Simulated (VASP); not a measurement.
Computed with RPBE GGA, VASP's PBE PAW potentials (set 64) (plane waves; VASP). For the first row: Settings: 520 eV cut-off, 8×8×8 Γ-centred mesh, first-order Methfessel-Paxton smearing of 0.10 eV, potentials Mg Sn_d.

```csv
system,energy (eV/atom)
Mg₂Sn (antifluorite),-2.2382
Mg atom,-0.0029
Sn atom,-0.7431
```

Atoms are spin-polarised in a large box without symmetry, with the spin fixed by Hund's rule, and may not be in the lowest state of each functional; no zero-point energy is added.

**Question.** What is the cohesive energy per atom of Mg2Sn?

**Answer.** The references average (2×(-0.0029) + 1×(-0.7431))/3 = -0.2496 eV, so the cohesive energy is -0.2496 − (-2.2382) = 1.989 eV/atom.
